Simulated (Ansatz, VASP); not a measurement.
# CO2 in two plane-wave programs

Wanted: the spread between two codes on one cell, functional and k mesh. The cell is taken from a series of runs on this material, whose earlier steps may have relaxed, scaled, displaced or heated it; both programs get it as it stands.

Program: Ansatz 0.2.0. Level of theory: plane waves, with VASP 6.6.1 beside it; dielectric response at LDA. Results are calculated unless marked as measured.

## (1) Set-up

Symmetry: P4_2/mnm, No. 136, tetragonal system. The conventional cell has a = 4.227 Å, b = 4.227 Å, c = 4.688 Å, α = 90.00°, β = 90.00°, γ = 90.00°. Nearest to C lie 2 O at 1.17 Å. Nearest to O lie 1 C at 1.17 Å. Farther neighbours and most contacts between anions are not listed.

## (2) Ansatz: dielectric response, LDA

Ansatz runs on its default PAW (the set named soft_2) files.

The response to a field tests empty states and converges slowly with the mesh.

Contents of input.yaml:

```yaml
crystal:
  lattice:
    - [4.22721279, 0.0, 0.0]
    - [0.0, 4.22721279, 0.0]
    - [0.0, 0.0, 4.68777159]
  atoms:
    - { symbol: C, position: [0.5, 0.5, 0.5] }
    - { symbol: C, position: [0.0, 0.0, 0.0] }
    - { symbol: O, position: [0.30482686, 0.69517314, 0.5] }
    - { symbol: O, position: [0.69517314, 0.30482686, 0.5] }
    - { symbol: O, position: [0.19517314, 0.19517314, 0.0] }
    - { symbol: O, position: [0.80482686, 0.80482686, 0.0] }
kpoints:
  mp_grid: { grid: [6, 6, 6] }
hamiltonian:
  xc: lda
scf:
  occupations: { method: fixed }
dielectric: {}
```

Run with:

```sh
ansatz run input.yaml --threads 4 --pin off --max-ram 7372MiB --backend cpu --events-out ev --progress --plain --runs-dir out
```

Numbers of over 12 decimals in the logs are rounded to 6 here.

Log:

```text
Engine: ansatz 0.2.0, x86_64-unknown-linux-gnu
Pseudopotentials: kind: paw
Pseudopotential: C, paw, valence charge 4, recommended cutoff 420 eV (normal), C.paw.azcp
Pseudopotential: O, paw, valence charge 6, recommended cutoff 420 eV (normal), O.paw.azcp
Functional definition: SPW92
  exchange = slater_x
  correlation = pw_c
Crystal: 6 atoms, lattice volume = 83.767 Å³
Basis set: ecut = 420 eV, 1643 PW (Γ), exchange–correlation on 60×60×64 points (8 copies of the dense FFT grid, shifted against one another)
Bands: 22, of which v1, the nominal top of the filled ones, is band 16 counted from 1 (15 counted from 0)
Symmetry: 16 space group operations
k-points: 80 of 216 (irreducible under 2 space group operations, time reversal used)
Non-local potential: C, projectors of the file, l = 0: 2, l = 1: 2, l = 2: 1
Non-local potential: O, projectors of the file, l = 0: 2, l = 1: 2, l = 2: 1
PAW form: soft (Blöchl's): semilocal exchange-correlation on the pseudo side does not see the compensation charge
PAW frozen core: C, regenerated for the run's functional, and the local potential with it (the file was generated under x = pbe(κ = 0.804, μ = 0.219515), c = pbe(β = 0.066725))
PAW frozen core: O, regenerated for the run's functional, and the local potential with it (the file was generated under x = pbe(κ = 0.804, μ = 0.219515), c = pbe(β = 0.066725))
PAW one-centre angular grid: C, 110 points (default); XC on 64 Gauss nodes
PAW one-centre angular grid: O, 110 points (default); XC on 64 Gauss nodes
Initial density: superposition of atomic densities (neutral atoms: chi_scale 0, normalization atom), corrected by the library's trained network
Initial wavefunctions: pseudopotential atomic-orbital guess
Functional: x = slater, c = lda
SCF iter   1: F=—  HF=-2704.016644 eV  |F-HF|=—  |Δ(HF+E_count)|=         —  Δρ=1.40e-2  dr2=1.32e-1  ethr=1.77e-3  ⟨swp⟩=4.3  Hψ=7157  notcnv=0  defer=143
preconditioner: auto → Resta (q_TF=auto, 2.324 Å⁻¹)  ε∞=3.1  [insulator: Δε(μ)=6.132 eV  Ē_g=15.706 eV  n_scr=18 (ndim 8)  ℏωp=23.0 eV  f_vac=0.150  ε∞_Penn≈3.1]
SCF iter   2: F=—  HF=-2703.983885 eV  |F-HF|=—  |Δ(HF+E_count)|=   3.28e-2  Δρ=4.60e-3  dr2=1.26e-2  ethr=4.13e-4  ⟨swp⟩=2.0  Hψ=3697  notcnv=0  defer=303
SCF iter   3: F=—  HF=-2703.981219 eV  |F-HF|=—  |Δ(HF+E_count)|=   2.67e-3  Δρ=2.10e-3  dr2=2.99e-3  ethr=3.94e-5  ⟨swp⟩=2.1  Hψ=2778  notcnv=0  defer=319
SCF iter   4: F=—  HF=-2703.980638 eV  |F-HF|=—  |Δ(HF+E_count)|=   5.81e-4  Δρ=4.59e-4  dr2=2.13e-4  ethr=9.34e-6  ⟨swp⟩=2.8  Hψ=2538  notcnv=0  defer=319
SCF iter   5: F=—  HF=-2703.980611 eV  |F-HF|=—  |Δ(HF+E_count)|=   2.69e-5  Δρ=7.16e-5  dr2=3.74e-6  ethr=6.64e-7  ⟨swp⟩=2.2  Hψ=2815  notcnv=0  defer=123
SCF iter   6: F=—  HF=-2703.980611 eV  |F-HF|=—  |Δ(HF+E_count)|=   3.94e-7  Δρ=9.93e-6  dr2=8.20e-8  ethr=1.17e-8  ⟨swp⟩=2.5  Hψ=2638  notcnv=0  defer=123
SCF iter   7: F=—  HF=-2703.980613 eV  |F-HF|=—  |Δ(HF+E_count)|=   2.21e-6  Δρ=1.40e-6  dr2=1.06e-9  ethr=2.56e-10  ⟨swp⟩=2.0  Hψ=2749  notcnv=0  defer=123
SCF iter   8: F=-2703.980613 eV  HF=-2703.980613 eV  |F-HF|=2.96e-11  |Δ(HF+E_count)|=   1.12e-9  Δρ=2.28e-7  dr2=3.56e-11  ethr=1.00e-12  ⟨swp⟩=8.9  Hψ=6313  notcnv=0
SCF 1 converged in 8 iterations: F = -2703.980613 eV  dr2 = 3.56e-11
  greatest PAW one-centre occupation: 0.879 electrons in one spin orbital (limit 2), on the O atom at site 5 (counted from 0), in its partial waves of l = 0
DFPT response loops at Γ: preconditioner auto → none (the input reference at scf.mixing.eps_inf says where Resta's filter doesn't serve); β = 0.50; Broyden in place of MSR1
SCF converged after 8 iterations
Free energy (F): -2703.980613 eV
Harris-Foulkes:  -2703.980613 eV  (|F-HF|=2.96e-11)
Internal energy: -2703.980613 eV  (E = F + TS)
E sigma→0 (E₀):  -2703.980613 eV
Fermi energy:    -1.816810 eV
--- Per-component energies (eV) ---
  E_band       = -292.286607
  E_kinetic    = 865.279415
  E_local      = -2323.118340  (includes V_loc(G=0)·N_el)
  E_nonlocal   = 260.341570
  E_hartree    = 772.987253
  E_xc         = -374.240921
  E_vxc        = -476.891871  (∫ρ·V_xc dr)
  E_paw        = -773.386243  (= ΣΔE_a)
  E_vpaw       = -163.881829  (= ΣTr[D̂ρ^β])
  E_aug_tail   = 0.010046  (compensation charges beyond the density's cutoff)
  E_ewald      = -1132.366744
  E_core_change = 0.513351  (= ΣΔE_core)
  E_smearing   = -0.000000  (= −TS)
  E_closure    = 0.000000  (closes the sum)
  Σ components = -2703.980613   (vs F -2703.980613, Δ=0.00e0)
--- Band table (eV; the first three rows and the last of 80) ---
  k-point 0: bands = [... 12 lower, -3.2680, -2.3827, -2.3046, -2.3046, 4.4735, 5.5295, 5.9682, 5.9682, ... 2 higher]
  k-point 1: bands = [... 12 lower, -3.2129, -2.4463, -2.3035, -2.3035, 4.6762, 5.6688, 6.0049, 6.0049, ... 2 higher]
  k-point 2: bands = [... 12 lower, -3.0595, -2.6176, -2.3034, -2.3034, 5.2104, 6.0772, 6.0772, 6.0904, ... 2 higher]
  k-point 79: bands = [... 12 lower, -2.3436, -2.3436, -1.8168, -1.8168, 5.7311, 5.7311, 6.4207, 6.4207, ... 2 higher]
--- Dielectric response (ions clamped): 2 representative field directions + reference, on 80 of 216 k-points (Σ response iterations 14) ---
  k mesh reduced under 2 symmetry operations, with k and −k counted as one. Each operation leaves every solved perturbation unchanged. A smaller set is not considered because the run solves the response to a homogeneous field
  ε∞ (high-frequency dielectric tensor):
        2.203166     0.000000     0.000000
       -0.000000     2.203166     0.000000
        0.000000     0.000000     1.793971
  Born effective charges Z* (e; rows j = field, columns β = displacement):
    site 0:
         1.91069   -1.10624    0.00000
        -1.10624    1.91069    0.00000
        -0.00000    0.00000    0.69407
    site 1:
         1.91069    1.10624    0.00000
         1.10624    1.91069    0.00000
        -0.00000   -0.00000    0.69407
    site 2:
        -0.95534    0.62420   -0.00000
         0.62420   -0.95534   -0.00000
         0.00000    0.00000   -0.34704
    site 3:
        -0.95534    0.62420   -0.00000
         0.62420   -0.95534   -0.00000
         0.00000    0.00000   -0.34704
    site 4:
        -0.95534   -0.62420   -0.00000
        -0.62420   -0.95534   -0.00000
         0.00000   -0.00000   -0.34704
    site 5:
        -0.95534   -0.62420   -0.00000
        -0.62420   -0.95534   -0.00000
         0.00000   -0.00000   -0.34704
  Z* charge neutrality: 2.384e-5 e pre-enforcement
  k-mesh period / interband length: 25.4 Å / 0.80 Å = 31.79 at k = (-0.5000, 0.0000, -0.5000), direct gap 8.109 eV — 14 or more, which is no proof of convergence
```

(Continued in part 2 of 2.)

[Lines on the potential files, build, host, timing and source positions are cut from VASP's logs without a mark.]

[Logs are printed without paths, hosts, clocks, repeated set-up lines and the standing remarks that a program may print on its own settings, such as how far it seeks lower states.]

[Hosts, paths, dates, database ids (printed as entryN), source tags and the programs' standing remarks are cut or masked in the printed files.]
